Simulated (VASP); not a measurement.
Crystal: HfB.

```
CELL_PARAMETERS angstrom
0.00000 2.31000 2.31000
2.31000 0.00000 2.31000
2.31000 2.31000 0.00000
ATOMIC_POSITIONS crystal
Hf 0.50000 0.50000 0.50000
B 0.00000 0.00000 0.00000
```

| Quantity | Value |
| --- | --- |
| Program | VASP 6.6.1 |
| Task | relaxation of cell and atoms |
| Functional | BLYP |
| Potentials or basis | VASP PAW PBE potentials, release 64 (Hf_pv, B) |
| Cutoff | 600 eV |
| k mesh | 10 × 10 × 10 |
| Occupations | fermi-dirac, width 0.05 eV |
| Spin | no spin polarisation |

At the start: pressure 38.1 GPa; volume 12.33 Å³/atom.

Task: Where does the relaxation end?

Result: Over 18 steps the energy falls by 238.9 meV/atom and the volume is 14.64 Å³/atom (+18.8 %); space group Fm-3m (No. 225, to 0.05 Å).

The path:
| step | energy change (eV) | largest force (eV/Å) | pressure (GPa) | volume (Å³) |
| --- | --- | --- | --- | --- |
| 1 | 0.0000 | 0.0000 | 38.11 | 24.65 |
| 2 | 0.1605 | 0.0000 | -22.93 | 36.66 |
| 3 | -0.4769 | 0.0000 | -1.26 | 29.51 |
| 4 | -0.4778 | 0.0000 | -0.22 | 29.31 |
| 5 | -0.4777 | 0.0000 | 0.32 | 29.21 |
| 6 | -0.4777 | 0.0000 | 0.32 | 29.21 |
| 7 | -0.4777 | 0.0000 | 0.29 | 29.22 |
| 8 | -0.4777 | 0.0000 | 0.29 | 29.22 |
| 9 | -0.4777 | 0.0000 | 0.29 | 29.22 |
| 10 | -0.4777 | 0.0000 | 0.29 | 29.22 |
| 11 | -0.4777 | 0.0000 | 0.29 | 29.22 |
| 12 | -0.4777 | 0.0000 | 0.29 | 29.22 |
| 13 | -0.4777 | 0.0000 | 0.29 | 29.22 |
| 14 | -0.4777 | 0.0000 | 0.27 | 29.22 |
| 15 | -0.4777 | 0.0000 | 0.25 | 29.23 |
| 16 | -0.4778 | 0.0000 | 0.21 | 29.23 |
| 17 | -0.4778 | 0.0000 | 0.13 | 29.25 |
| 18 | -0.4778 | 0.0000 | -0.04 | 29.28 |

Final structure:
```cif
data_structure
_symmetry_space_group_name_H-M 'P 1'
_symmetry_Int_Tables_number 1
_cell_length_a 3.4596
_cell_length_b 3.4596
_cell_length_c 3.4596
_cell_angle_alpha 60.000
_cell_angle_beta 60.000
_cell_angle_gamma 60.000
_cell_volume 29.28
loop_
_atom_site_label
_atom_site_type_symbol
_atom_site_fract_x
_atom_site_fract_y
_atom_site_fract_z
_atom_site_occupancy
Hf1 Hf 0.50000 0.50000 0.50000 1
B1 B 0.00000 0.00000 0.00000 1
```

Caveat: the volume moved by over 15 % at a fixed basis, so the end points are rough; the PAW data sets were made with another functional, which shifts forces and pressure a little.
